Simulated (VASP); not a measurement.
# NiSb (Breithauptite) with AM05 + U: from relaxation to properties, part 4 of 11

Aim: relax NiSb (Breithauptite), then compute properties on the relaxed cell. The start is a cell from a database of measured crystal structures.

VASP 6.6.1, plane waves and PAW; the level of theory is named at each step.

Still holding for the runs below: A U on the itinerant d states of such a compound is hard to justify; it moves the bands at the Fermi level.

So far. Step 3 (Magnetic start: antiferromagnetic within the cell): The energy lies -0.0 meV an atom from the first pattern, and both runs end without moments, so a difference comes from cell, mesh or thresholds alone. The moments fall under 0.1 μB, and the mesh shows no gap. Step 4 (Magnetic start: antiferromagnetic, q = (0, 0, 1/2)): The energy lies +5.4 meV an atom from the first pattern, and both runs end without moments, so a difference comes from cell, mesh or thresholds alone.

The database entry behind the starting cell differs from later determinations by our own check (c about 0.3 % short), so it need not match the best structure at ambient conditions.

### 5. Magnetic start: antiferromagnetic, q = (1/2, 1/2, 1/2)

Level of this step: AM05, DFT+U (Ni d 4 eV), spin-polarised from an antiferromagnetic start; plane waves and PAW (Ni, Sb) (VASP).

Next, a pattern with opposite moments, which needs a doubled cell; q is given in the reciprocal vectors of the primitive cell.

Input file INCAR:

```
SYSTEM = NiSb
PREC = Accurate
ENCUT = 400
EDIFF = 1E-06
NELM = 100
ISMEAR = 0
SIGMA = 0.05
LREAL = .FALSE.
ALGO = Normal
GGA = AM
NBANDS = 42
ISPIN = 2
MAGMOM = 1 -1 1 -1 0 0 0 0
LDAU = .TRUE.
LDAUTYPE = 2
LDAUL = 2 -1
LDAUU = 4 0
LDAUJ = 0 0
LDAUPRINT = 1
LASPH = .TRUE.
LMAXMIX = 4
LORBIT = 11
LWAVE = .FALSE.
LCHARG = .FALSE.
KPAR = 8
ISIF = 2
```

Input file POSCAR:

```
NiSb
1.0
    7.8560000000      0.0000000000      0.0000000000
    1.9640000000      3.4017477861      0.0000000000
    3.9280000000      0.0000000000      5.1200000000
Ni Sb
4 4
Direct
    0.0000000000      0.0000000000      0.0000000000
    0.5000000000      0.0000000000      0.0000000000
    0.7500000000      0.0000000000      0.5000000000
    0.2500000000      0.0000000000      0.5000000000
    0.7083333333      0.6666666667      0.2500000000
    0.2083333333      0.6666666667      0.2500000000
    0.7916666667      0.3333333333      0.7500000000
    0.2916666667      0.3333333333      0.7500000000
```

Input file KPOINTS:

```
Automatic mesh
0
Gamma
7 7 7
0 0 0
```

PAW data sets: Ni and Sb (PBE family, release 64).

The run is started by

```bash
mpirun -np 8 vasp_std
```

The program printed:

```text
[... set-up lines as in an earlier step ...]
 entering main loop
       N       E                     dE             d eps       ncg     rms          rms(c)
DAV:   1     0.372319852513E+03    0.37232E+03   -0.20576E+04 10752   0.122E+03
DAV:   2    -0.518634401978E+01   -0.37751E+03   -0.36287E+03 10944   0.301E+02
DAV:   3    -0.337276875662E+02   -0.28541E+02   -0.27685E+02 12342   0.106E+02
DAV:   4    -0.344307558613E+02   -0.70307E+00   -0.70035E+00 12302   0.159E+01
DAV:   5    -0.344502251761E+02   -0.19469E-01   -0.19467E-01 14656   0.258E+00    0.157E+01
DAV:   6    -0.358976246836E+02   -0.14474E+01   -0.18981E+01 11982   0.595E+01    0.130E+01
DAV:   7    -0.337268947922E+02    0.21707E+01   -0.79173E+00 12260   0.449E+01    0.539E+00
DAV:   8    -0.337365655091E+02   -0.96707E-02   -0.13790E+00 15806   0.937E+00    0.230E+00
DAV:   9    -0.337192948045E+02    0.17271E-01   -0.29952E-01 12296   0.638E+00    0.686E-01
DAV:  10    -0.337223264361E+02   -0.30316E-02   -0.27003E-02 13286   0.187E+00    0.444E-01
DAV:  11    -0.337238009181E+02   -0.14745E-02   -0.85985E-03 15672   0.133E+00    0.308E-01
DAV:  12    -0.337240423073E+02   -0.24139E-03   -0.25146E-03 12206   0.597E-01    0.105E-01
DAV:  13    -0.337240878075E+02   -0.45500E-04   -0.48924E-04 13830   0.265E-01    0.447E-02
DAV:  14    -0.337240947119E+02   -0.69044E-05   -0.98491E-05 11748   0.899E-02    0.401E-02
DAV:  15    -0.337240940113E+02    0.70061E-06   -0.24514E-05 15534   0.559E-02    0.185E-02
DAV:  16    -0.337240956659E+02   -0.16546E-05   -0.10805E-05 11726   0.417E-02    0.702E-03
DAV:  17    -0.337240959684E+02   -0.30251E-06   -0.12204E-06  5878   0.136E-02
   1 F= -.33724096E+02 E0= -.33721824E+02  d E =-.454314E-02  mag=    -0.0000
```

The job ended after 2.1 min (8 MPI ranks of AMD EPYC 7R43, shared host; peak memory 4 GiB).

From OUTCAR (step 5):

```text
   k-points           NKPTS =     64   k-points in BZ     NKDIM =     64   number of bands    NBANDS=     42

   ENCUT  =  400.0 eV  29.40 Ry    5.42 a.u.  12.81  6.41 10.52*2*pi/ulx,y,z

   NELECT =      60.0000    total number of electrons

atom =   1  type =  1  l = 2

 onsite density matrix

spin component  1

  0.8691 -0.0002  0.0003  0.0486  0.0000
 -0.0002  0.8633  0.0001  0.0004  0.0484
  0.0003  0.0001  0.8857 -0.0002 -0.0001
  0.0486  0.0004 -0.0002  0.8629 -0.0002
  0.0000  0.0484 -0.0001 -0.0002  0.8691

spin component  2

  0.8691 -0.0002  0.0003  0.0486  0.0000
 -0.0002  0.8633  0.0001  0.0004  0.0484
  0.0003  0.0001  0.8857 -0.0002 -0.0001
  0.0486  0.0004 -0.0002  0.8628 -0.0002
  0.0000  0.0484 -0.0001 -0.0002  0.8691

 occupancies and eigenvectors

  o =  0.8170  v =  0.0000  0.0000  0.0000  0.0000  0.0000 -0.5919 -0.3650  0.0059  0.6322  0.3417      0.0000  0.0000  0.0000  0.0000  0.0000  0.0000  0.0000  0.0000  0.0000  0.0000
  o =  0.8171  v = -0.5919 -0.3650  0.0059  0.6321  0.3417  0.0000  0.0000  0.0000  0.0000  0.0000      0.0000  0.0000  0.0000  0.0000  0.0000  0.0000  0.0000  0.0000  0.0000  0.0000
  o =  0.8180  v =  0.0000  0.0000  0.0000  0.0000  0.0000  0.3432 -0.6298 -0.0000 -0.3636  0.5944      0.0000  0.0000  0.0000  0.0000  0.0000  0.0000  0.0000  0.0000  0.0000  0.0000
  o =  0.8180  v =  0.3432 -0.6298 -0.0000 -0.3636  0.5945  0.0000  0.0000  0.0000  0.0000  0.0000      0.0000  0.0000  0.0000  0.0000  0.0000  0.0000  0.0000  0.0000  0.0000  0.0000
  o =  0.8857  v =  0.0000  0.0000  0.0000  0.0000  0.0000 -0.0031 -0.0024 -1.0000  0.0042  0.0018      0.0000  0.0000  0.0000  0.0000  0.0000  0.0000  0.0000  0.0000  0.0000  0.0000
  o =  0.8857  v = -0.0030 -0.0024 -1.0000  0.0042  0.0018  0.0000  0.0000  0.0000  0.0000  0.0000      0.0000  0.0000  0.0000  0.0000  0.0000  0.0000  0.0000  0.0000  0.0000  0.0000
  o =  0.9146  v =  0.0000  0.0000  0.0000  0.0000  0.0000 -0.6322  0.3417 -0.0007 -0.5919  0.3650      0.0000  0.0000  0.0000  0.0000  0.0000  0.0000  0.0000  0.0000  0.0000  0.0000
  o =  0.9146  v = -0.6321  0.3418 -0.0008 -0.5919  0.3650  0.0000  0.0000  0.0000  0.0000  0.0000      0.0000  0.0000  0.0000  0.0000  0.0000  0.0000  0.0000  0.0000  0.0000  0.0000
  o =  0.9147  v =  0.0000  0.0000  0.0000  0.0000  0.0000  0.3636  0.5944  0.0000  0.3432  0.6298      0.0000  0.0000  0.0000  0.0000  0.0000  0.0000  0.0000  0.0000  0.0000  0.0000
  o =  0.9147  v =  0.3636  0.5945  0.0000  0.3432  0.6298  0.0000  0.0000  0.0000  0.0000  0.0000      0.0000  0.0000  0.0000  0.0000  0.0000  0.0000  0.0000  0.0000  0.0000  0.0000

atom =   2  type =  1  l = 2

 onsite density matrix

spin component  1

spin component  2

 occupancies and eigenvectors

  o =  0.8170  v = -0.5919 -0.3650  0.0059  0.6322  0.3417  0.0000  0.0000  0.0000  0.0000  0.0000      0.0000  0.0000  0.0000  0.0000  0.0000  0.0000  0.0000  0.0000  0.0000  0.0000
  o =  0.8171  v =  0.0000  0.0000  0.0000  0.0000  0.0000 -0.5919 -0.3650  0.0059  0.6321  0.3417      0.0000  0.0000  0.0000  0.0000  0.0000  0.0000  0.0000  0.0000  0.0000  0.0000
  o =  0.8180  v =  0.3432 -0.6298 -0.0000 -0.3636  0.5944  0.0000  0.0000  0.0000  0.0000  0.0000      0.0000  0.0000  0.0000  0.0000  0.0000  0.0000  0.0000  0.0000  0.0000  0.0000
  o =  0.8180  v =  0.0000  0.0000  0.0000  0.0000  0.0000  0.3432 -0.6298 -0.0000 -0.3636  0.5945      0.0000  0.0000  0.0000  0.0000  0.0000  0.0000  0.0000  0.0000  0.0000  0.0000
  o =  0.8857  v = -0.0031 -0.0024 -1.0000  0.0042  0.0018  0.0000  0.0000  0.0000  0.0000  0.0000      0.0000  0.0000  0.0000  0.0000  0.0000  0.0000  0.0000  0.0000  0.0000  0.0000
  o =  0.8857  v =  0.0000  0.0000  0.0000  0.0000  0.0000 -0.0030 -0.0024 -1.0000  0.0042  0.0018      0.0000  0.0000  0.0000  0.0000  0.0000  0.0000  0.0000  0.0000  0.0000  0.0000
[...]
occupancies and eigenvectors

  o =  0.8170  v = -0.5919  0.3650  0.0059 -0.6322  0.3417  0.0000  0.0000  0.0000  0.0000  0.0000      0.0000  0.0000  0.0000  0.0000  0.0000  0.0000  0.0000  0.0000  0.0000  0.0000
  o =  0.8171  v =  0.0000  0.0000  0.0000  0.0000  0.0000 -0.5919  0.3650  0.0059 -0.6321  0.3417      0.0000  0.0000  0.0000  0.0000  0.0000  0.0000  0.0000  0.0000  0.0000  0.0000
  o =  0.8180  v =  0.3432  0.6298 -0.0000  0.3636  0.5944  0.0000  0.0000  0.0000  0.0000  0.0000      0.0000  0.0000  0.0000  0.0000  0.0000  0.0000  0.0000  0.0000  0.0000  0.0000
  o =  0.8180  v =  0.0000  0.0000  0.0000  0.0000  0.0000  0.3432  0.6298 -0.0000  0.3636  0.5945      0.0000  0.0000  0.0000  0.0000  0.0000  0.0000  0.0000  0.0000  0.0000  0.0000
  o =  0.8857  v = -0.0031  0.0024 -1.0000 -0.0042  0.0018  0.0000  0.0000  0.0000  0.0000  0.0000      0.0000  0.0000  0.0000  0.0000  0.0000  0.0000  0.0000  0.0000  0.0000  0.0000
  o =  0.8857  v =  0.0000  0.0000  0.0000  0.0000  0.0000 -0.0030  0.0024 -1.0000 -0.0042  0.0018      0.0000  0.0000  0.0000  0.0000  0.0000  0.0000  0.0000  0.0000  0.0000  0.0000
  o =  0.9146  v = -0.6322 -0.3417 -0.0007  0.5919  0.3650  0.0000  0.0000  0.0000  0.0000  0.0000      0.0000  0.0000  0.0000  0.0000  0.0000  0.0000  0.0000  0.0000  0.0000  0.0000
  o =  0.9146  v =  0.0000  0.0000  0.0000  0.0000  0.0000 -0.6321 -0.3418 -0.0008  0.5919  0.3650      0.0000  0.0000  0.0000  0.0000  0.0000  0.0000  0.0000  0.0000  0.0000  0.0000
  o =  0.9147  v =  0.3636 -0.5944  0.0000 -0.3432  0.6298  0.0000  0.0000  0.0000  0.0000  0.0000      0.0000  0.0000  0.0000  0.0000  0.0000  0.0000  0.0000  0.0000  0.0000  0.0000
  o =  0.9147  v =  0.0000  0.0000  0.0000  0.0000  0.0000  0.3636 -0.5945  0.0000 -0.3432  0.6298      0.0000  0.0000  0.0000  0.0000  0.0000  0.0000  0.0000  0.0000  0.0000  0.0000

 E-fermi :   9.6603

 spin component 1
 k-point     1 :       0.0000    0.0000    0.0000
  band No.  band energies     occupation
    ...
     23       7.4280      1.00000
     24       7.4280      1.00000
     25       7.9746      1.00000
     26       7.9757      1.00000
     27       9.3204      1.00000
     28       9.9058      0.00000
     29       9.9058      0.00000
     30      10.5196      0.00000
     31      10.5225      0.00000
     32      11.4347      0.00000
    ...

 k-point     2 :       0.1429    0.0000    0.0000
  band No.  band energies     occupation
    ...
     24       7.6801      1.00000
     25       7.9246      1.00000
     26       7.9331      1.00000
     27       9.2816      1.00000
     28       9.5323      0.99985
     29       9.9925      0.00000
     30      10.2787      0.00000
     31      10.4636      0.00000
     32      10.9985      0.00000
     33      11.7704      0.00000
    ...

  Total       -5.7335750     -5.6854915     -5.3346116      0.0416415      0.0000000      0.0000000
  in kB      -67.1370934    -66.5740613    -62.4654452      0.4876001      0.0000000      0.0000000
  external PRESSURE =     -65.3921999 kB  Pullay stress =       0.0000000 kB

 POSITION                                       TOTAL-FORCE (eV/Angst)
 -----------------------------------------------------------------------------------
      0.00000      0.00000      0.00000         0.000000     -0.000000     -0.000007
      3.92800      0.00000      0.00000         0.000000     -0.000000     -0.000007
      7.85600      0.00000      2.56000         0.000000     -0.000000      0.000007
      3.92800      0.00000      2.56000         0.000000     -0.000000      0.000007
      7.85600      2.26783      1.28000         0.022704     -0.013108      0.000000
      3.92800      2.26783      1.28000         0.022704     -0.013108      0.000000
      9.82000      1.13392      3.84000        -0.022704      0.013108      0.000000
      5.89200      1.13392      3.84000        -0.022704      0.013108      0.000000
 -----------------------------------------------------------------------------------
    total drift:                               -0.000000      0.000000      0.000000

  FREE ENERGIE OF THE ION-ELECTRON SYSTEM (eV)
  ---------------------------------------------------
  free  energy   TOTEN  =       -33.7240959684 eV

  energy  without entropy=      -33.7195528319  energy(sigma->0) =      -33.72182440

 magnetization (x)
# of ion       s       p       d       tot
------------------------------------------
    1       -0.000  -0.000   0.000   0.000
    2        0.000   0.000  -0.000  -0.000
    3       -0.000  -0.000   0.000   0.000
    4        0.000   0.000  -0.000  -0.000
    5        0.000   0.000  -0.000   0.000
    6       -0.000  -0.000   0.000  -0.000
    7        0.000   0.000   0.000   0.000
    8        0.000   0.000   0.000   0.000
--------------------------------------------------
tot          0.000   0.000   0.000   0.000

[... 15 further parts left out ...]
```

This step gave:

| Property | Result |
| --- | --- |
| irreducible k-points | 64 |
| symmetry operations | 4 |
| free energy (TOTEN) | -33.72 eV |
| energy at zero smearing | -33.72 eV |
| Fermi energy | 9.660 eV |
| pressure | -6.539 GPa |

The energy lies +2.4 meV an atom from the first pattern, and both runs end without moments, so a difference comes from cell, mesh or thresholds alone. The moments fall under 0.1 μB, and the mesh shows no gap.

[end of part 4 of 11]

[Lines on the potential files, build, host, timing and source positions are cut from VASP's logs without a mark.]

[Logs are printed without paths, hosts, clocks, repeated set-up lines and the standing remarks that a program may print on its own settings, such as how far it seeks lower states.]

[Hosts, paths, dates, database ids (printed as entryN), source tags and the programs' standing remarks are cut or masked in the printed files.]

[A measured line is paired with the nearest computed mode of its activity, which favours agreement.]

[In band tables of VASP the shares of atoms and orbitals are scaled to a sum of 1 inside the atoms' spheres.]
